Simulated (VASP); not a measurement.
OSZICAR of a VASP run on YbGe$_{2}$ (a trial cell in the fluorite structure, space group Fm-3m):

### OSZICAR
```
       N       E                     dE             d eps       ncg     rms          rms(c)
DAV:   1     0.237626854253E+03    0.23763E+03   -0.16973E+04    44   0.304E+03
DAV:   2     0.232492954107E+02   -0.21438E+03   -0.21116E+03    44   0.586E+02
DAV:   3    -0.936399622914E+01   -0.32613E+02   -0.32545E+02    56   0.158E+02
DAV:   4    -0.105501172274E+02   -0.11861E+01   -0.11859E+01    56   0.343E+01
DAV:   5    -0.105784475920E+02   -0.28330E-01   -0.28330E-01    50   0.594E+00    0.332E+00
DAV:   6    -0.105858875858E+02   -0.74400E-02   -0.48303E-02    56   0.211E+00    0.205E+00
DAV:   7    -0.106581416869E+02   -0.72254E-01   -0.13263E-01    52   0.241E+00    0.261E-01
DAV:   8    -0.106688914716E+02   -0.10750E-01   -0.10900E-02    56   0.120E+00    0.100E-01
DAV:   9    -0.106692998301E+02   -0.40836E-03   -0.59033E-04    50   0.249E-01    0.276E-02
DAV:  10    -0.106693170110E+02   -0.17181E-04   -0.11250E-04    56   0.144E-01    0.871E-03
DAV:  11    -0.106693242258E+02   -0.72148E-05   -0.58228E-06    44   0.383E-02    0.279E-03
DAV:  12    -0.106693255000E+02   -0.12742E-05   -0.14823E-06    48   0.973E-03    0.966E-04
DAV:  13    -0.106693255399E+02   -0.39884E-07   -0.18943E-07    22   0.354E-03
   1 F= -.10669326E+02 E0= -.10669326E+02  d E =-.132350E-15
```

**Question.** Which electronic solver shows in the log?

**Answer.** It is blocked Davidson (ALGO = Normal, or the opening steps of other solvers). The INCAR had ALGO = Normal.

**Question.** Can the final energy be trusted as converged?

**Answer.** Self-consistency was reached. It stopped with EDIFF = 1E-6, NELM = 100 (PBE GGA, plane waves, VASP's PBE PAW potentials (set 64)). The 4f electrons are frozen in the core of the lanthanide potential, so 4f levels, which can set the real gap, and their magnetism are missing.

The structure was generated: YbGe2 was put into the fluorite type (Fm-3m), which need not be its known phase. The cell was not relaxed at this level. The k-mesh is coarse (spacing up to 1.56 per Å, 2π included), so the numbers may not be converged in it.
